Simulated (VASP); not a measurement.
## Adsorption sites of H on Cu(100)

Where does H sit on Cu(100), and how strongly does it bind?

Method: RPBE; plane waves and PAW (Cu), in the first sound run; inputs show where later runs differ, in VASP 6.6.1.

### Step 1. The starting structure

Symmetry: Fm-3m, No. 225, cubic system. Conventional cell: a = 3.610 Å, b = 3.610 Å, c = 3.610 Å, α = 90.00°, β = 90.00°, γ = 90.00°. Cu has 12 Cu at 2.55 Å nearest.

Structure file:

```cif
data_structure
_symmetry_space_group_name_H-M 'P 1'
_symmetry_Int_Tables_number 1
_cell_length_a 2.5527
_cell_length_b 2.5527
_cell_length_c 2.5527
_cell_angle_alpha 60.000
_cell_angle_beta 60.000
_cell_angle_gamma 60.000
_cell_volume 11.76
loop_
_atom_site_label
_atom_site_type_symbol
_atom_site_fract_x
_atom_site_fract_y
_atom_site_fract_z
_atom_site_occupancy
Cu1 Cu 0.00000 0.00000 0.00000 1
```

### Step 2. The bulk reference, job relaxation, k-mesh 18×18×18

The bulk crystal is relaxed first, so that the slabs are cut at this functional's lattice.

Input file INCAR:

```
SYSTEM = Cu
PREC = Accurate
ENCUT = 430
EDIFF = 1E-06
NELM = 120
ISMEAR = 1
SIGMA = 0.15
LREAL = .FALSE.
ALGO = Normal
GGA = RP
NBANDS = 11
LASPH = .TRUE.
LORBIT = 11
LWAVE = .FALSE.
LCHARG = .FALSE.
KPAR = 4
IBRION = 2
NSW = 30
ISIF = 3
EDIFFG = -0.01
POTIM = 0.4
```

Input file POSCAR:

```
Cu
1.0
    0.0000000000      1.8050000000      1.8050000000
    1.8050000000      0.0000000000      1.8050000000
    1.8050000000      1.8050000000      0.0000000000
Cu
1
Direct
    0.0000000000      0.0000000000      0.0000000000
```

Input file KPOINTS:

```
Automatic mesh
0
Gamma
18 18 18
0 0 0
```

The projector-augmented-wave data sets are Cu (PBE family, release 64).

Launch:

```
> mpirun -np 4 vasp_std
```

The program printed:

```text
[banner, memory and clock lines left out]
running    4 mpi-ranks, on    1 nodes
 distrk:  each k-point on    1 cores,    4 groups
 distr:  one band on    1 cores,    1 groups

 POSCAR found type information on POSCAR Cu
 POSCAR found :  1 types and       1 ions
|                                                                             |
|               ----> ADVICE to this user running VASP <----                  |
|                                                                             |
|     You enforced a specific xc type in the INCAR file but a different       |
|     [... a line on the potential file left out ...]
|     I HOPE YOU KNOW WHAT YOU ARE DOING!                                     |
|                                                                             |

 LDA part: xc-table for (Slater+PW92), standard interpolation
 POSCAR, INCAR and KPOINTS ok, starting setup
 FFT: planning ... GRIDC
 FFT: planning ... GRID_SOFT
 FFT: planning ... GRID
 WAVECAR not read
 entering main loop
       N       E                     dE             d eps       ncg     rms          rms(c)
DAV:   1     0.373942186884E+02    0.37394E+02   -0.49593E+03  4701   0.147E+03
DAV:   2    -0.316107927385E+01   -0.40555E+02   -0.37605E+02  4397   0.189E+02
DAV:   3    -0.403992177644E+01   -0.87884E+00   -0.87660E+00  4911   0.349E+01
DAV:   4    -0.404539446991E+01   -0.54727E-02   -0.54722E-02  4767   0.240E+00
DAV:   5    -0.404545059104E+01   -0.56121E-04   -0.56120E-04  4908   0.247E-01    0.729E+00
DAV:   6    -0.356354645743E+01    0.48190E+00   -0.13276E+01  4976   0.728E+01    0.361E+00
DAV:   7    -0.324895670910E+01    0.31459E+00   -0.20915E+00  4979   0.286E+01    0.604E-01
DAV:   8    -0.323898688417E+01    0.99698E-02   -0.39461E-03  4554   0.755E-01    0.275E-01
DAV:   9    -0.323769081817E+01    0.12961E-02   -0.91093E-03  5126   0.178E+00    0.370E-02
DAV:  10    -0.323768611298E+01    0.47052E-05   -0.62842E-05  6070   0.142E-01    0.790E-03
DAV:  11    -0.323768380288E+01    0.23101E-05   -0.68363E-07  3371   0.129E-02    0.298E-04
DAV:  12    -0.323768388219E+01   -0.79313E-07   -0.10033E-07  2367   0.369E-03
   1 F= -.32376839E+01 E0= -.32377181E+01  d E =-.323768E+01
 curvature:   0.00 expect dE= 0.000E+00 dE for cont linesearch  0.000E+00
 trial: gam= 0.00000 g(F)=  0.976E-62 g(S)=  0.332E-01 ort = 0.000E+00 (trialstep = 0.100E+01)
 search vector abs. value=  0.332E-01
 bond charge predicted
       N       E                     dE             d eps       ncg     rms          rms(c)
DAV:   1    -0.410856765777E+01   -0.87088E+00   -0.15510E+01  5004   0.931E+01    0.729E+00
DAV:   2    -0.347092168624E+01    0.63765E+00   -0.96268E+00  4917   0.596E+01    0.257E+00
DAV:   3    -0.327871093825E+01    0.19221E+00   -0.15838E+00  4905   0.250E+01    0.128E+00
DAV:   4    -0.325197796004E+01    0.26733E-01   -0.10797E-01  6430   0.503E+00    0.289E-01
DAV:   5    -0.325036880096E+01    0.16092E-02   -0.92982E-03  4918   0.192E+00    0.426E-02
DAV:   6    -0.325036114561E+01    0.76554E-05   -0.54665E-05  6242   0.102E-01    0.172E-02
DAV:   7    -0.325036026983E+01    0.87578E-06   -0.19426E-05  4538   0.828E-02    0.453E-04
DAV:   8    -0.325036031227E+01   -0.42440E-07   -0.87644E-08  2691   0.356E-03
   2 F= -.32503603E+01 E0= -.32504466E+01  d E =-.126764E-01
 trial-energy change:   -0.012676  1 .order   -0.013634   -0.033165    0.005897
 step:   0.8281(harm=  0.8490)  dis= 0.00000  next Energy=    -3.250872 (dE=-0.132E-01)
 bond charge predicted
       N       E                     dE             d eps       ncg     rms          rms(c)
DAV:   1    -0.327815699478E+01   -0.27797E-01   -0.45027E-01  4998   0.146E+01    0.139E+00
DAV:   2    -0.326208451932E+01    0.16072E-01   -0.42167E-01  4914   0.124E+01    0.629E-01
DAV:   3    -0.325153013924E+01    0.10554E-01   -0.71778E-02  4908   0.525E+00    0.184E-01
DAV:   4    -0.325087920242E+01    0.65094E-03   -0.61203E-04  4736   0.229E-01    0.781E-03
DAV:   5    -0.325087614140E+01    0.30610E-05   -0.30668E-05  5804   0.986E-02    0.703E-03
DAV:   6    -0.325087402365E+01    0.21178E-05   -0.23701E-06  2888   0.267E-02    0.498E-04
DAV:   7    -0.325087411368E+01   -0.90031E-07   -0.47166E-08  2226   0.331E-03
   3 F= -.32508741E+01 E0= -.32509528E+01  d E =-.131902E-01
 curvature:  -0.42 expect dE=-0.587E-06 dE for cont linesearch -0.587E-06
 trial: gam=-0.00648 g(F)=  0.170E-68 g(S)=  0.141E-05 ort = 0.216E-03 (trialstep = 0.966E+00)
 search vector abs. value=  0.160E-09
 reached required accuracy - stopping structural energy minimisation
```

The job ended after 7.8 s (4 MPI ranks of AMD EPYC 9R45, shared host; peak memory 0.46 GiB; 30 s of CPU time).

The logs omit lines about the potential files and the build; timing stands in the text.

From OUTCAR (step 2):

```text
ion  position               nearest neighbor table
   1  0.000  0.000  0.000-

  LATTYP: Found a face centered cubic cell.
 ALAT       =     3.6100000000

 Subroutine GETGRP returns: Found 48 space group operations
 (whereof 48 operations were pure point group operations)

The static configuration has the point symmetry O_h .

 Found    195 irreducible k-points:

   k-points           NKPTS =    195   k-points in BZ     NKDIM =    195   number of bands    NBANDS=     11

   dimension x,y,z NGX =    18 NGY =   18 NGZ =   18
   dimension x,y,z NGXF=    36 NGYF=   36 NGZF=   36

   ENCUT  =  430.0 eV  31.60 Ry    5.62 a.u.   4.32  4.32  4.32*2*pi/ulx,y,z

   NELECT =      11.0000    total number of electrons

 k-points in reciprocal lattice and weights: Automatic mesh
   0.00000000  0.00000000  0.00000000       0.000
   0.05555556  0.00000000  0.00000000       0.001
   0.11111111  0.00000000  0.00000000       0.001
   0.16666667  0.00000000  0.00000000       0.001
   0.22222222  0.00000000  0.00000000       0.001
   0.27777778  0.00000000  0.00000000       0.001
   0.33333333  0.00000000  0.00000000       0.001
   0.38888889  0.00000000  0.00000000       0.001
   0.44444444  0.00000000  0.00000000       0.001
[...]
-0.27777778  0.44444444  0.22222222       0.004
  -0.27777778  0.50000000  0.22222222       0.002

 average (electrostatic) potential at core
       1 -64.1702

 E-fermi :   7.1536

 k-point     1 :       0.0000    0.0000    0.0000
  band No.  band energies     occupation
    ...
      2       4.3013      2.00000
      3       4.3013      2.00000
      4       4.3013      2.00000
      5       5.0631      2.00000
      6       5.0631      2.00000
      7      29.3388      0.00000
      8      31.7198      0.00000
      9      31.7198      0.00000
     10      31.7198      0.00000
     11      34.1494      0.00000

 k-point     2 :       0.0556    0.0000    0.0000
  band No.  band energies     occupation
    ...
      2       4.2792      2.00000
      3       4.3213      2.00000
      4       4.3213      2.00000
      5       5.0553      2.00000
      6       5.0553      2.00000
      7      28.6447      0.00000
      8      30.4339      0.00000
      9      31.3562      0.00000
     10      31.3562      0.00000
     11      34.6722      0.00000

 k-point     3 :       0.1111    0.0000    0.0000
  band No.  band energies     occupation
    ...
      2       4.2195      2.00000
      3       4.3732      2.00000
      4       4.3732      2.00000
      5       5.0397      2.00000
      6       5.0397      2.00000
      7      26.1812      0.00000
      8      29.9378      0.00000
      9      30.6943      0.00000
     10      30.6943      0.00000
     11      35.7667      0.00000

  Total        0.0034888      0.0034888      0.0034888      0.0000000      0.0000000      0.0000000
  in kB        0.4516749      0.4516749      0.4516749      0.0000000      0.0000000      0.0000000
  external PRESSURE =       0.4516749 kB  Pullay stress =       0.0000000 kB

  energy-cutoff  :      430.00
  volume of cell :       12.38
      direct lattice vectors                 reciprocal lattice vectors
     0.000000000  1.835874591  1.835874591    -0.272349758  0.272349758  0.272349758
     1.835874591 -0.000000000  1.835874591     0.272349758 -0.272349758  0.272349758
     1.835874591  1.835874591 -0.000000000     0.272349758  0.272349758 -0.272349758

 POSITION                                       TOTAL-FORCE (eV/Angst)
 -----------------------------------------------------------------------------------
      0.00000      0.00000      0.00000         0.000000      0.000000      0.000000
 -----------------------------------------------------------------------------------
    total drift:                                0.000000     -0.000000      0.000000

  FREE ENERGIE OF THE ION-ELECTRON SYSTEM (eV)
  ---------------------------------------------------
  free  energy   TOTEN  =        -3.2508741137 eV

  energy  without entropy=       -3.2511102834  energy(sigma->0) =       -3.25095284

 reached required accuracy - stopping structural energy minimisation

 total charge
# of ion       s       p       d       tot
------------------------------------------
    1        0.429   0.346   9.169   9.944

[... 3 further parts left out ...]
```

CONTCAR:

```
Cu
   1.00000000000000
     0.0000000000000000    1.8358745913001413    1.8358745913001413
     1.8358745913001413   -0.0000000000000000    1.8358745913001413
     1.8358745913001413    1.8358745913001413   -0.0000000000000000
  Cu
     1
Direct
     0.0000000000000000    0.0000000000000000    0.0000000000000000
```

This run has no spin polarisation. Its electron count is odd, so without a moment it is a metal by construction. The PAW data sets were made with PBE, which is usual practice but a small mismatch for other functionals. The run keeps the 48 symmetry operations of its start, so it cannot find a distortion of lower symmetry.

Step by step:

```csv
step,energy less that of the first step (eV),largest force (eV/Å),pressure (GPa),volume (Å³)
1,0.0000,0.0000,7.29,11.76
2,-0.0127,0.0000,-1.22,12.51
3,-0.0132,0.0000,0.05,12.38
```

```
conventional cell, symmetrised  before  after  change
                         a (Å)   3.610  3.672  +1.7 %
                         b (Å)   3.610  3.672  +1.7 %
                         c (Å)   3.610  3.672  +1.7 %
              volume (Å³/atom)   11.76  12.38  +5.2 %
```

The relaxed structure:

```xyz
1
Lattice="0.0000 1.8359 1.8359 1.8359 0.0000 1.8359 1.8359 1.8359 0.0000" Properties=species:S:1:pos:R:3 pbc="T T T"
Cu    0.0000    0.0000    0.0000
```

Numbers from this step:

```
electronic cycles       : 27
electrons               : 11
free energy (TOTEN)     : -3.251 eV
energy at zero smearing : -3.251 eV
Fermi energy            : 7.154 eV
metallic                : yes
```

The run ended after 3 ionic steps, 0.013 eV below its first step, once forces and stress met EDIFFG = -0.01.

Energy at zero smearing: -3.25095 eV.

### Step 3. The bulk reference, job self-consistent run, k-mesh 22×22×22

Input file INCAR:

```
SYSTEM = Cu
PREC = Normal
ENCUT = 330
EDIFF = 1E-06
NELM = 120
ISMEAR = 1
SIGMA = 0.15
LREAL = .FALSE.
ALGO = Fast
GGA = RP
NBANDS = 11
LASPH = .TRUE.
LORBIT = 11
LWAVE = .FALSE.
LCHARG = .FALSE.
KPAR = 4
```

Input file POSCAR:

```
Cu
1.0
    0.0000000000      1.8358745913      1.8358745913
    1.8358745913      0.0000000000      1.8358745913
    1.8358745913      1.8358745913      0.0000000000
Cu
1
Direct
    0.0000000000      0.0000000000      0.0000000000
```

Input file KPOINTS:

```
Automatic mesh
0
Gamma
22 22 22
0 0 0
```

Launch:

```
> mpirun -np 4 vasp_std
```

The program printed:

```text
[banner, memory and clock lines left out]
running    4 mpi-ranks, on    1 nodes
[...]
[... a notice as in an earlier step ...]

 LDA part: xc-table for (Slater+PW92), standard interpolation
 POSCAR, INCAR and KPOINTS ok, starting setup
[...]
entering main loop
       N       E                     dE             d eps       ncg     rms          rms(c)
DAV:   1     0.334009320159E+02    0.33401E+02   -0.41927E+03  7773   0.118E+03
DAV:   2    -0.336537603223E+01   -0.36766E+02   -0.34157E+02  7396   0.169E+02
DAV:   3    -0.403646908272E+01   -0.67109E+00   -0.66745E+00  8345   0.292E+01
DAV:   4    -0.404037519885E+01   -0.39061E-02   -0.39057E-02  7985   0.192E+00
[...]
RMM:   9    -0.326248799317E+01    0.14534E-02   -0.36893E-03  9134   0.124E+00    0.181E-02
RMM:  10    -0.326255759042E+01   -0.69597E-04   -0.44282E-04  9179   0.249E-01    0.193E-02
RMM:  11    -0.326255839067E+01   -0.80026E-06   -0.76808E-05  9183   0.161E-01    0.208E-02
WARNING in EDDRMM: call to ZHEGV failed, returncode =   6  3      9
RMM:  12    -0.326255823012E+01    0.16055E-06   -0.26367E-05  9626   0.747E-02    0.455E-03
RMM:  13    -0.326255887243E+01   -0.64231E-06   -0.73839E-06  7504   0.277E-02
   1 F= -.32625589E+01 E0= -.32626104E+01  d E =0.154599E-03
```

Run time: 3.2 s. Hardware: 4 MPI ranks; peak memory 0.37 GiB.

Parts of OUTCAR (step 3):

```text
  Total        0.0672928      0.0672928      0.0672928     -0.0000000      0.0000000     -0.0000000
  in kB        8.7120435      8.7120435      8.7120435     -0.0000000      0.0000000     -0.0000000
  external PRESSURE =       8.7120435 kB  Pullay stress =       0.0000000 kB

 POSITION                                       TOTAL-FORCE (eV/Angst)
 -----------------------------------------------------------------------------------
      0.00000      0.00000      0.00000         0.000000      0.000000      0.000000
 -----------------------------------------------------------------------------------
    total drift:                               -0.000000     -0.000000     -0.000000

  FREE ENERGIE OF THE ION-ELECTRON SYSTEM (eV)
  ---------------------------------------------------
  free  energy   TOTEN  =        -3.2625588724 eV

  energy  without entropy=       -3.2627134718  energy(sigma->0) =       -3.26261041

[... 3 further parts left out ...]
[key lines of the parts left out:]
E-fermi :   7.1647
```

This step gave:

```
electronic cycles       : 13
free energy (TOTEN)     : -3.263 eV
energy at zero smearing : -3.263 eV
Fermi energy            : 7.165 eV
```

Energy at zero smearing: -3.26261 eV.

The run ends at a pressure of 0.87 GPa.

[end of part 1 of 6]

[Lines on the potential files, build, host, timing and source positions are cut from VASP's logs without a mark.]

[Logs are printed without paths, hosts, clocks, repeated set-up lines and the standing remarks that a program may print on its own settings, such as how far it seeks lower states.]

[Hosts, paths, dates, database ids (printed as entryN), source tags and the programs' standing remarks are cut or masked in the printed files.]

[Runs that stopped without an error message from VASP are left out.]
